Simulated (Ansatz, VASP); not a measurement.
**Cross-check of SnTe between VASP and Ansatz**

Aim: how closely do two programs agree when they are given the same cell, functional and k mesh? The cell is taken from a series of runs on this material, whose earlier steps may have relaxed, scaled, displaced or heated it; both programs get it as it stands.

Program: Ansatz 0.2.0. Level of theory: plane waves, with VASP 6.6.1 beside it; elastic constants at PBEsol. Results are calculated unless marked as measured.

### 1. Set-up

Symmetry: Fm-3m, No. 225, cubic system. The conventional cell has a = 6.288 Å, b = 6.288 Å, c = 6.288 Å, α = 90.00°, β = 90.00°, γ = 90.00°. Nearest to Sn lie 6 Te at 3.14 Å. Te has 6 Sn at 3.14 Å nearest. Farther neighbours and most contacts between anions are not listed.

### 2. Ansatz: elastic constants, PBEsol

Ansatz runs on its default PAW (the set named soft_2) files.

Elastic constants are differences of stresses under small strains, so they test the stress and the mesh.

File input.yaml:

```yaml
crystal:
  lattice:
    - [0.0, 3.1441902976, 3.1441902976]
    - [3.1441902976, 0.0, 3.1441902976]
    - [3.1441902976, 3.1441902976, 0.0]
  atoms:
    - { symbol: Sn, position: [0.0, 0.0, 0.0] }
    - { symbol: Te, position: [0.5, 0.5, 0.5] }
kpoints:
  mp_grid: { grid: [12, 12, 12] }
hamiltonian:
  xc: pbesol
scf:
  occupations: { method: gaussian, width: 0.01 }
output:
  forces: true
  stress: true
  eigenvalues: true
elastic:
  mode: relaxed_ion
basis:
  ecutwfc: 320
```

Started as:

```sh
> ansatz run input.yaml --threads 8 --pin off --max-ram 14336MiB --backend cpu --events-out ev --progress --plain --runs-dir out
```

Numbers of over 12 decimals in the logs are rounded to 6 here.

Output:

```text
Warning: basis.ecutwfc = 320 eV is below the records' recommended 420 eV, and the density's cutoff is lower with it unless basis.ecutrho_ratio is high enough to keep the records' density cutoff: compare with a run at a higher cutoff
Engine: ansatz 0.2.0, x86_64-unknown-linux-gnu
Pseudopotentials: kind: paw
Pseudopotential: Sn, paw, valence charge 14, recommended cutoff 420 eV (normal), Sn.paw.azcp
Pseudopotential: Te, paw, valence charge 16, recommended cutoff 420 eV (normal), Te.paw.azcp
Functional definition: PBEsol
  exchange = pbesol_x
  correlation = pbesol_c
Crystal: 2 atoms, lattice volume = 62.167 Å³
Basis set: ecut = 320 eV, 869 PW (Γ), exchange–correlation on 54×54×54 points (8 copies of the dense FFT grid, shifted against one another)
Bands: 19, of which v1, the nominal top of the filled ones, is band 15 counted from 1 (14 counted from 0)
Symmetry: 48 space group operations
Space group: Fm-3m (ITA 225), of the structure as read, at distance tolerance 4.0e-5 Å
k-points: 72 of 1728
Non-local potential: Sn, projectors of the file, l = 0: 2, l = 1: 2, l = 2: 2, l = 3: 2
Non-local potential: Te, projectors of the file, l = 0: 2, l = 1: 2, l = 2: 2, l = 3: 2
PAW form: soft (Blöchl's): semilocal exchange-correlation on the pseudo side does not see the compensation charge
PAW frozen core: Sn, regenerated for the run's functional, and the local potential with it (the file was generated under x = pbe(κ = 0.804, μ = 0.219515), c = pbe(β = 0.066725))
PAW frozen core: Te, regenerated for the run's functional, and the local potential with it (the file was generated under x = pbe(κ = 0.804, μ = 0.219515), c = pbe(β = 0.066725))
PAW one-centre angular grid: Sn, 590 points (default); XC on 64 Gauss nodes
PAW one-centre angular grid: Te, 590 points (default); XC on 64 Gauss nodes
Initial density: superposition of atomic densities (neutral atoms: chi_scale 0, normalization atom), corrected by the library's trained network
Initial wavefunctions: pseudopotential atomic-orbital guess
Functional: x = pbesol(κ = 0.804, μ = 0.123457), c = pbesol(β = 0.046)
SCF iter   1: F=—  HF=-12851.826891 eV  |F-HF|=—  |Δ(HF+E_count)|=         —  Δρ=2.71e-3  dr2=2.98e-3  ethr=1.77e-3  ⟨swp⟩=6.5  Hψ=7154  notcnv=0
preconditioner: auto → none  [insulator: Δε(μ)=0.168 eV  Ē_g=8.671 eV  σ=0.010 eV  W_gap=1.00  n_scr=14 (ndim 8)  ℏωp=14.9 eV  f_vac=0.008  D(μ)=0.00/eV (n_scr^D=0)  ε∞_Penn≈4.0]
SCF iter   2: F=—  HF=-12851.823430 eV  |F-HF|=—  |Δ(HF+E_count)|=   3.46e-3  Δρ=9.30e-4  dr2=3.10e-4  ethr=9.94e-6  ⟨swp⟩=2.2  Hψ=2971  notcnv=0
SCF iter   3: F=—  HF=-12851.823420 eV  |F-HF|=—  |Δ(HF+E_count)|=   9.07e-6  Δρ=1.97e-4  dr2=1.84e-5  ethr=1.03e-6  ⟨swp⟩=2.0  Hψ=2736  notcnv=0
SCF iter   4: F=—  HF=-12851.823425 eV  |F-HF|=—  |Δ(HF+E_count)|=   4.19e-6  Δρ=7.12e-5  dr2=3.45e-6  ethr=6.13e-8  ⟨swp⟩=2.0  Hψ=2448  notcnv=0
SCF iter   5: F=—  HF=-12851.823422 eV  |F-HF|=—  |Δ(HF+E_count)|=   3.09e-6  Δρ=1.43e-5  dr2=1.35e-7  ethr=1.15e-8  ⟨swp⟩=2.0  Hψ=2448  notcnv=0
SCF iter   6: F=—  HF=-12851.823422 eV  |F-HF|=—  |Δ(HF+E_count)|=   7.32e-8  Δρ=2.99e-6  dr2=4.73e-9  ethr=4.51e-10  ⟨swp⟩=2.0  Hψ=2448  notcnv=0
SCF iter   7: F=—  HF=-12851.823422 eV  |F-HF|=—  |Δ(HF+E_count)|=   3.01e-9  Δρ=3.91e-7  dr2=7.75e-11  ethr=1.58e-11  ⟨swp⟩=2.0  Hψ=2448  notcnv=0
SCF iter   8: F=—  HF=-12851.823422 eV  |F-HF|=—  |Δ(HF+E_count)|=  2.91e-11  Δρ=1.14e-7  dr2=8.28e-12  ethr=2.58e-13 (applied; sched 1.00e-12)  ⟨swp⟩=2.0  Hψ=2448  notcnv=0
SCF iter   9: F=-12851.823422 eV  HF=-12851.823422 eV  |F-HF|=3.64e-12  |Δ(HF+E_count)|=  7.28e-12  Δρ=7.16e-9  dr2=4.54e-14  ethr=1.00e-12  ⟨swp⟩=3.9  Hψ=6055  notcnv=0
SCF 1 converged in 9 iterations: F = -12851.823422 eV  dr2 = 4.54e-14
  greatest PAW one-centre occupation: 0.999 electrons in one spin orbital (limit 2), on the Te atom at site 1 (counted from 0), in its partial waves of l = 2
Crystal: 2 atoms, lattice volume = 61.918 Å³
Basis set: ecut = 320 eV, 853 PW (Γ), exchange–correlation on 54×54×54 points (8 copies of the dense FFT grid, shifted against one another)
Symmetry: 16 space group operations
k-points: 163 of 1728
Initial density: handed on by an earlier stage of this run
Initial wavefunctions: those handed on with the density
iter 1 solved again at ethr=1.18e-7 eV; its pass at ethr=3.10e-3 eV (dr2=3.54e-5 eV) is discarded
[...]
preconditioner: auto → none  [insulator: Δε(μ)=0.172 eV  Ē_g=8.694 eV  σ=0.010 eV  W_gap=1.00  n_scr=14 (ndim 8)  ℏωp=14.9 eV  f_vac=0.004  D(μ)=0.00/eV (n_scr^D=0)  ε∞_Penn≈3.9]
[...]
Symmetry: 8 space group operations
k-points: 280 of 1728
[...]
preconditioner: auto → none  [insulator: Δε(μ)=0.137 eV  Ē_g=8.675 eV  σ=0.010 eV  W_gap=1.00  n_scr=14 (ndim 8)  ℏωp=14.9 eV  f_vac=0.007  D(μ)=0.00/eV (n_scr^D=0)  ε∞_Penn≈3.9]
[...]
SCF 6 converged in 6 iterations: F = -12851.823532 eV  dr2 = 5.60e-14
[...]
preconditioner: auto → none  [insulator: Δε(μ)=0.137 eV  Ē_g=8.675 eV  σ=0.010 eV  W_gap=1.00  n_scr=14 (ndim 8)  ℏωp=14.9 eV  f_vac=0.006  D(μ)=0.00/eV (n_scr^D=0)  ε∞_Penn≈3.9]
[...]
SCF 7 converged in 6 iterations: F = -12851.823532 eV  dr2 = 3.16e-15
SCF iter   1: F=—  HF=-12851.823551 eV  |F-HF|=—  |Δ(HF+E_count)|=         —  Δρ=2.91e-5  dr2=1.50e-8  ethr=1.00e-12  ⟨swp⟩=10.3  Hψ=43402  notcnv=0
preconditioner: auto → none  [insulator: Δε(μ)=0.148 eV  Ē_g=8.675 eV  σ=0.010 eV  W_gap=1.00  n_scr=14 (ndim 8)  ℏωp=14.9 eV  f_vac=0.007  D(μ)=0.00/eV (n_scr^D=0)  ε∞_Penn≈3.9]
SCF iter   2: F=—  HF=-12851.823553 eV  |F-HF|=—  |Δ(HF+E_count)|=   1.35e-6  Δρ=1.45e-5  dr2=3.65e-9  ethr=1.00e-12  ⟨swp⟩=2.0  Hψ=11760  notcnv=0
SCF iter   3: F=—  HF=-12851.823553 eV  |F-HF|=—  |Δ(HF+E_count)|=   4.50e-7  Δρ=9.24e-7  dr2=4.51e-11  ethr=1.00e-12  ⟨swp⟩=2.0  Hψ=6720  notcnv=0
SCF iter   4: F=—  HF=-12851.823553 eV  |F-HF|=—  |Δ(HF+E_count)|=   1.70e-9  Δρ=4.35e-8  dr2=3.47e-13  ethr=1.50e-13 (applied; sched 1.00e-12)  ⟨swp⟩=2.0  Hψ=9520  notcnv=0
SCF iter   5: F=-12851.823553 eV  HF=-12851.823553 eV  |F-HF|=0.00e0  |Δ(HF+E_count)|=  1.82e-12  Δρ=6.19e-9  dr2=9.86e-15  ethr=1.00e-12  ⟨swp⟩=4.3  Hψ=17707  notcnv=0
SCF 8 converged in 5 iterations: F = -12851.823553 eV  dr2 = 9.86e-15
SCF iter   1: F=—  HF=-12851.823551 eV  |F-HF|=—  |Δ(HF+E_count)|=         —  Δρ=2.91e-5  dr2=1.50e-8  ethr=1.00e-12  ⟨swp⟩=10.5  Hψ=44266  notcnv=0
SCF iter   2: F=—  HF=-12851.823553 eV  |F-HF|=—  |Δ(HF+E_count)|=   1.35e-6  Δρ=1.45e-5  dr2=3.65e-9  ethr=1.00e-12  ⟨swp⟩=2.0  Hψ=11760  notcnv=0
SCF iter   3: F=—  HF=-12851.823553 eV  |F-HF|=—  |Δ(HF+E_count)|=   4.50e-7  Δρ=9.23e-7  dr2=4.50e-11  ethr=1.00e-12  ⟨swp⟩=2.0  Hψ=6720  notcnv=0
SCF iter   4: F=—  HF=-12851.823553 eV  |F-HF|=—  |Δ(HF+E_count)|=   1.69e-9  Δρ=4.34e-8  dr2=3.47e-13  ethr=1.50e-13 (applied; sched 1.00e-12)  ⟨swp⟩=2.0  Hψ=9520  notcnv=0
SCF iter   5: F=-12851.823553 eV  HF=-12851.823553 eV  |F-HF|=3.64e-12  |Δ(HF+E_count)|=  3.64e-12  Δρ=6.17e-9  dr2=9.78e-15  ethr=1.00e-12  ⟨swp⟩=4.3  Hψ=17708  notcnv=0
SCF 9 converged in 5 iterations: F = -12851.823553 eV  dr2 = 9.78e-15
SCF converged after 9 iterations
Free energy (F): -12851.823422 eV
Harris-Foulkes:  -12851.823422 eV  (|F-HF|=3.64e-12)
Internal energy: -12851.823422 eV  (E = F + TS)
E sigma→0 (E₀):  -12851.823422 eV
Fermi energy:    9.655009 eV
--- Per-component energies (eV) ---
  E_band       = -354.437061
  E_kinetic    = 367.398069
  E_local      = -2146.945367  (includes V_loc(G=0)·N_el)
  E_nonlocal   = -339.009851
  E_hartree    = 1348.191778
  E_xc         = -503.698376
  E_vxc        = -202.137079  (∫ρ·V_xc dr)
  E_paw        = -8646.731088  (= ΣΔE_a)
  E_vpaw       = -730.125134  (= ΣTr[D̂ρ^β])
  E_aug_tail   = -0.001242  (compensation charges beyond the density's cutoff)
  E_ewald      = -2931.687000
  E_core_change = 0.659655  (= ΣΔE_core)
  E_smearing   = -0.000000  (= −TS)
  E_closure    = 0.000000  (closes the sum)
  Σ components = -12851.823422   (vs F -12851.823422, Δ=0.00e0)
--- Forces (eV/Å), atoms counted from 1 ---
  atom   1  Sn    -0.00000000    -0.00000000     0.00000000
  atom   2  Te     0.00000000    -0.00000000     0.00000000
  max |Σ_I F_I| component: 3.87e-29 eV/Å
--- Stress (GPa, compression-positive) ---
       -0.014122      -0.000000       0.000000
        0.000000      -0.014122       0.000000
        0.000000      -0.000000      -0.014122
  P = ⅓ Tr σ = -0.0141 GPa (-0.141 kbar)
--- Band table (eV; the first three rows and the last of 72) ---
  k-point 0: bands = [... 11 lower, 4.9341, 7.4798, 7.4798, 7.4798, 12.9765, 12.9765, 12.9765, 14.3564]
  k-point 1: bands = [... 11 lower, 4.5778, 7.4899, 7.4899, 7.7402, 12.6318, 12.6318, 12.6427, 14.2874]
  k-point 2: bands = [... 11 lower, 3.8017, 7.5225, 7.5225, 8.2291, 11.9221, 11.9221, 11.9543, 14.3186]
  k-point 71: bands = [... 11 lower, 2.2212, 4.7465, 4.7465, 8.8146, 10.4557, 14.2118, 14.2118, 15.7017]
--- Elastic constants: 2 strain directions × 4 members + reference (group order 48) ---
  dense FFT box of the reference and of every strained cell: 27×27×27
  strains applied: 11, 23; error gains: componentwise 1.00 (the most a stress slope's error grows in a printed constant), spectral 1.73 (1 for all six strains in a standard setting)
  C = ∂σ_k/∂η_j (tension-positive GPa; Voigt order 11 22 33 23 13 12):
       137.629      2.780      2.780     -0.000      0.000     -0.000
         2.780    137.629      2.780      0.000     -0.000     -0.000
         2.780      2.780    137.629     -0.000     -0.000      0.000
         0.000     -0.000     -0.000     17.526     -0.000      0.000
        -0.000     -0.000      0.000     -0.000     17.526     -0.000
         0.000     -0.000      0.000     -0.000     -0.000     17.526
  reference stress σ⁰ (GPa):      0.014      0.014      0.014      0.000     -0.000     -0.000
  C* (energy form; C + prestress term) asymmetry max|C*_kj − C*_jk| = 2.220e-15 GPa — a small one proves nothing (zero by symmetry where the batch's group is 432, −43m or m−3m); a large one is finite-difference/SCF noise where every solve meets its electron count
  moduli (Voigt/Reuss/Hill, GPa): K = 47.73/47.73/47.73   G = 37.49/24.90/31.19   E = 76.83   ν = 0.232
  mechanically stable: yes (min eigenvalue of sym C = 17.53 GPa)
  strain η (Voigt 11):  stress-route row diagonal C_11 = 137.63 GPa, energy-path curvature d²(F+E_count+ΔE)/dδ²/Ω₀ = 138.20 GPa
    cells at ±δ against ±2δ: C11 137.58 and 137.45 GPa, apart by 0.10 % of the column's largest entry
         δ    σ_11 (GPa)             F (eV)   n_scf  n_hpsi   n_pw
    -4.000e-3      -0.5513      -12851.8232552       7   56247    853   relax 0 steps, max|allowed force component| 6.71e-30 eV/Å
    -2.000e-3      -0.2654      -12851.8235028       5   54877    853   relax 0 steps, max|allowed force component| 2.68e-29 eV/Å
     2.000e-3       0.2849      -12851.8234365       5   56746    869   relax 0 steps, max|allowed force component| 1.77e-30 eV/Å
     4.000e-3       0.5483      -12851.8231652       6   50834    869   relax 0 steps, max|allowed force component| 1.74e-29 eV/Å
  strain η (Voigt 23):  stress-route row diagonal C_44 = 17.53 GPa, energy-path curvature d²(F+E_count+ΔE)/dδ²/Ω₀ = 18.72 GPa
    cells at ±δ against ±2δ: C44 17.51 and 17.47 GPa, apart by 0.25 % of the column's largest entry
         δ    σ_23 (GPa)             F (eV)   n_scf  n_hpsi   n_pw
    -4.000e-3      -0.0699      -12851.8235322       6   87394    861   relax 0 steps, max|allowed force component| 2.52e-29 eV/Å
    -2.000e-3      -0.0350      -12851.8235532       5   95016    869   relax 0 steps, max|allowed force component| 3.38e-29 eV/Å
     2.000e-3       0.0350      -12851.8235532       5   94149    869   relax 0 steps, max|allowed force component| 8.05e-29 eV/Å
     4.000e-3       0.0699      -12851.8235322       6   85612    861   relax 0 steps, max|allowed force component| 9.78e-29 eV/Å
```

The column dr2 measures how far the density is from self-consistency, as an energy; F and HF (Harris–Foulkes) agree once it is small.

(Part 1 of 2 ends here.)

[Lines on the potential files, build, host, timing and source positions are cut from VASP's logs without a mark.]

[Logs are printed without paths, hosts, clocks, repeated set-up lines and the standing remarks that a program may print on its own settings, such as how far it seeks lower states.]

[Hosts, paths, dates, database ids (printed as entryN), source tags and the programs' standing remarks are cut or masked in the printed files.]
